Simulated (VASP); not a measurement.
The system is NaCl.

```
CELL_PARAMETERS angstrom
0.00000 2.84345 2.84345
2.84345 0.00000 2.84345
2.84345 2.84345 0.00000
ATOMIC_POSITIONS crystal
Na 0.00000 0.00000 0.00000
Cl 0.50000 0.50000 0.50000
```

| Item | Value |
| --- | --- |
| Program | VASP 6.6.1 |
| Task | relaxation of cell and atoms |
| Functional | r2SCAN |
| Potentials or basis | VASP PAW PBE potentials, release 64 (Na_pv, Cl) |
| Cutoff | 600 eV |
| k mesh | 8 × 8 × 8 |
| Occupations | gaussian, width 0.02 eV |
| Spin | no spin polarisation |

At the start: pressure -1.3 GPa; volume 22.99 Å³/atom.

Question: How do energy, volume and symmetry change on relaxing?

Answer: Over 5 steps the energy falls by 4.9 meV/atom and the volume is 21.88 Å³/atom (-4.8 %); space group Fm-3m (No. 225, to 0.05 Å).

The path:
```csv
step,energy change (eV),largest force (eV/Å),pressure (GPa),volume (Å³)
1,0.0000,0.0000,-1.25,45.98
2,-0.0074,0.0000,-0.64,44.80
3,-0.0094,0.0000,-0.23,44.12
4,-0.0080,0.0000,0.68,42.78
5,-0.0098,0.0000,-0.01,43.76
```

Final structure:
```
Na Cl
1.0
     0.00000    2.79700    2.79700
     2.79700    0.00000    2.79700
     2.79700    2.79700    0.00000
Na Cl
1 1
Direct
  0.00000 0.00000 0.00000
  0.50000 0.50000 0.50000
```

Caveat: the PAW data sets were made with another functional, which shifts forces and pressure a little.
